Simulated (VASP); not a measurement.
Level of theory: RPBE GGA, VASP's PBE PAW potentials (set 64) (plane waves; VASP).

The input files of a VASP run:

POSCAR:
```
AuZn
1
    3.2204662287     0.0000000000     0.0000000000
    0.0000000000     3.2204662287     0.0000000000
    0.0000000000     0.0000000000     3.2204662287
Zn Au
1 1
Direct
  0.5000000000   0.5000000000   0.5000000000
  0.0000000000   0.0000000000   0.0000000000
```

**INCAR**
```
SYSTEM = AuZn
PREC = Accurate; ENCUT = 520; LREAL = .False.
LASPH = .True.
EDIFF = 1E-7; NELM = 100; ALGO = Normal
LMAXMIX = 6
ISMEAR = 1; SIGMA = 0.1
GGA = RP
ISIF = 2
LWAVE = .False.; LCHARG = .False.
```

KPOINTS:
```
Automatic mesh
0
Gamma
11 11 11
0 0 0
```

POTCAR, in this order: Zn Au (PBE.64 set). Program: vasp_std.

The run wrote:

### OSZICAR
```
       N       E                     dE             d eps       ncg     rms          rms(c)
DAV:   1     0.132365769443E+03    0.13237E+03   -0.11748E+04  1680   0.195E+03
DAV:   2     0.209336679745E+00   -0.13216E+03   -0.12761E+03  1778   0.348E+02
DAV:   3    -0.410666404738E+01   -0.43160E+01   -0.42770E+01  2044   0.720E+01
DAV:   4    -0.413529533195E+01   -0.28631E-01   -0.28629E-01  1953   0.518E+00
DAV:   5    -0.413560724741E+01   -0.31192E-03   -0.31191E-03  2072   0.540E-01    0.705E+00
DAV:   6    -0.381918166509E+01    0.31643E+00   -0.11452E+00  1722   0.127E+01    0.474E+00
DAV:   7    -0.380114130679E+01    0.18040E-01   -0.28544E-02  2234   0.374E+00    0.257E+00
DAV:   8    -0.379546251234E+01    0.56788E-02   -0.10709E-02  1986   0.124E+00    0.154E-01
DAV:   9    -0.379551709330E+01   -0.54581E-04   -0.39249E-04  1883   0.201E-01    0.829E-02
DAV:  10    -0.379554355295E+01   -0.26460E-04   -0.51958E-05  2079   0.131E-01    0.159E-02
DAV:  11    -0.379554384526E+01   -0.29231E-06   -0.14209E-05  2002   0.899E-02    0.412E-03
DAV:  12    -0.379554377315E+01    0.72107E-07   -0.32640E-07  1843   0.120E-02
   1 F= -.37955438E+01 E0= -.37955406E+01  d E =-.940547E-05
```

OUTCAR:
```
------------------------ aborting loop because EDIFF is reached ----------------------------------------
  FORCE on cell =-STRESS in cart. coord.  units (eV):
  Direction    XX          YY          ZZ          XY          YZ          ZX
  --------------------------------------------------------------------------------------
  Total        0.0214355      0.0214355      0.0214355     -0.0000000     -0.0000000      0.0000000
  in kB        1.0282243      1.0282243      1.0282243     -0.0000000     -0.0000000      0.0000000
  external PRESSURE =       1.0282243 kB  Pullay stress =       0.0000000 kB
  volume of cell :       33.40
      direct lattice vectors                 reciprocal lattice vectors
     3.220466229  0.000000000  0.000000000     0.310514046  0.000000000  0.000000000
     0.000000000  3.220466229  0.000000000     0.000000000  0.310514046  0.000000000
     0.000000000  0.000000000  3.220466229     0.000000000  0.000000000  0.310514046
 POSITION                                       TOTAL-FORCE (eV/Angst)
 -----------------------------------------------------------------------------------
      1.61023      1.61023      1.61023         0.000000      0.000000      0.000000
      0.00000      0.00000      0.00000         0.000000      0.000000      0.000000
 -----------------------------------------------------------------------------------
    total drift:                                0.000000      0.000000     -0.000000
  FREE ENERGIE OF THE ION-ELECTRON SYSTEM (eV)
  ---------------------------------------------------
  free  energy   TOTEN  =        -3.7955437732 eV

  energy  without entropy=       -3.7955343677  energy(sigma->0) =       -3.79554064
```
(Selected blocks of OUTCAR.)

The compound is AuZn in the CsCl type structure. It was relaxed first, which changed the volume by +7 %. The electron count is odd and the run is not spin-polarised, which forces a metal.
